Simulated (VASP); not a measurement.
```yaml
crystal:
  lattice:
    - [0.00000, 2.69023, 2.75038]
    - [2.71339, 0.00000, 2.75038]
    - [2.71339, 2.69023, 0.00000]
  atoms:
    - { symbol: Si, position: [0.25000, 0.25000, 0.25000] }
    - { symbol: Si, position: [0.75000, 0.75000, 0.75000] }
    - { symbol: Ni, position: [0.98768, 0.01232, 0.01232] }
```

Level of theory: PBE GGA + U (Dudarev), VASP's PBE PAW potentials (set 64) (plane waves; VASP). Settings: 400 eV cut-off, 9×9×9 Γ-centred mesh, first-order Methfessel-Paxton smearing of 0.10 eV, potentials Si Ni, U − J: Ni 2.00 eV.

Task: Which forces act on the atoms, in eV/Å?

Result: 
```json
[
 {"atom": "Si1", "Fx": "0.298", "Fy": "0.000", "Fz": "0.000"},
 {"atom": "Si2", "Fx": "0.298", "Fy": "0.000", "Fz": "0.000"},
 {"atom": "Ni3", "Fx": "-0.596", "Fy": "0.000", "Fz": "0.000"}
]
```

Task: Give the stress tensor in GPa (positive for a compressed cell).

Result: 
```
-0.32   0.00   0.00
 0.00   0.29   0.00
 0.00   0.00  -1.24
```
The pressure is its mean diagonal, -0.42 GPa.

The compound is NiSi2 in the fluorite structure. The cell was not relaxed at this level, atoms are displaced from their ideal sites. The run is one of a series of settings (LDAU = .TRUE., LDAUJ = 0 0, LDAUL = -1 2, LDAUTYPE = 2, LDAUU = 0 2.0 against the base run), some of them coarse on purpose. The run is not spin-polarised, so no magnetic state was tried.
